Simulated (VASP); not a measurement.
Given:

```yaml
crystal:
  lattice:
    - [4.19262, 0.00000, 0.00000]
    - [0.00000, 4.19262, 0.00000]
    - [0.00000, 0.00000, 4.19262]
  atoms:
    - { symbol: K, position: [0.00000, 0.00000, 0.00000] }
    - { symbol: Zn, position: [0.50000, 0.50000, 0.50000] }
    - { symbol: F, position: [0.50000, 0.00000, 0.50000] }
    - { symbol: F, position: [0.00000, 0.50000, 0.50000] }
    - { symbol: F, position: [0.50000, 0.50000, 0.00000] }
```

These are revPBE GGA, VASP's PBE PAW potentials (set 64) (plane waves; VASP) values and carry that method's errors. Run with 520 eV cut-off, 6×6×6 Γ-centred mesh, tetrahedra with Blöchl corrections, potentials K_sv Zn F.

Task: Tabulate the total density of states (states/eV per cell) against energy (eV; zero at the valence-band maximum or, without a gap, the Fermi level).

Result: 
(E (eV), DOS (states/eV)): (-9.97, 0.00); (-9.49, 0.00); (-9.13, 0.00); (-8.65, 0.00); (-8.17, 0.00); (-7.81, 0.00); (-7.33, 0.00); (-6.97, 0.00); (-6.49, 0.00); (-6.01, 0.00); (-5.65, 0.00); (-5.17, 0.24); (-4.69, 4.15); (-4.33, 2.75); (-3.85, 9.02); (-3.37, 8.36); (-3.01, 1.03); (-2.53, 1.61); (-2.05, 4.19); (-1.69, 17.9); (-1.21, 14.6); (-0.85, 2.60); (-0.37, 2.19); (0.11, 0.00); (0.47, 0.00); (0.95, 0.00); (1.43, 0.00); (1.79, 0.00); (2.27, 0.00); (2.75, 0.00); (3.11, 0.00); (3.59, 0.00); (4.07, 0.05); (4.43, 0.17); (4.91, 0.24); (5.27, 0.33); (5.75, 0.54); (6.23, 0.84); (6.59, 0.82); (7.07, 0.79)
Within 2 eV below the valence-band maximum the largest weight inside VASP's projection spheres is F p, then Zn d.

The compound is KZnF3 in the cubic perovskite structure. It was relaxed first, which changed the volume by +11 %.
